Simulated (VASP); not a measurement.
```
CELL_PARAMETERS angstrom
      0.00000     2.69101     2.69101
      2.69101     0.00000     2.69101
      2.69101     2.69101     0.00000
ATOMIC_POSITIONS crystal
  Si 0.00000 0.00000 0.00000
  Si 0.25000 0.25000 0.25000
```

These are AM05 GGA, VASP's PBE PAW potentials (set 64) (plane waves; VASP) values and carry that method's errors. Numerical set-up: 520 eV cut-off, 8×8×8 Γ-centred mesh, Gaussian smearing of 0.050 eV, potentials Si.

Question: Estimate the energy per atom (σ→0), pressure.

Answer: 
```
Quantity                       Result
---------------------  --------------
energy per atom (σ→0)  -5.592 eV/atom
pressure                     3.03 GPa
```

The compound is Si in the diamond structure. This cell is one point of a volume scan, at 0.97 of the reference volume.
